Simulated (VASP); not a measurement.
Y (hcp): the lattice constant c from VASP (plane waves, PAW) at several levels of theory. Static lattice.  The measured value holds thermal and zero-point effects that the static calculation lacks.

```tsv
level	lattice constant c (Å)	error against measurement
LDA	5.529	-3.5 %
PBE	5.680	-0.9 %
RPBE	5.754	+0.4 %
```

Measured: 5.732 Å at 293 K (as given by Wikipedia, Yttrium (infobox)).

The cell of the LDA run:

```cif
data_Y2
_chemical_formula_sum 'Y2'
_space_group_name_H-M_alt 'P63/mmc'
_space_group_IT_number 194
_space_group_name_Hall '-P 6c 2c'
_cell_length_a 3.52851
_cell_length_b 3.52851
_cell_length_c 5.52868
_cell_angle_alpha 90.000
_cell_angle_beta 90.000
_cell_angle_gamma 120.000
loop_
_atom_site_label
_atom_site_type_symbol
_atom_site_symmetry_multiplicity
_atom_site_Wyckoff_symbol
_atom_site_fract_x
_atom_site_fract_y
_atom_site_fract_z
_atom_site_occupancy
Y1 Y 2 c 0.33333 0.66667 0.25000 1
```

Only levels that ran to the end are used. Left out are those held back, those with too coarse a band path, GW runs whose mesh misses a band edge, hybrids' fits of cells that aren't cubic and levels without matching references; a question may draw on a part of the rest.

The compound is Y in the hcp structure.
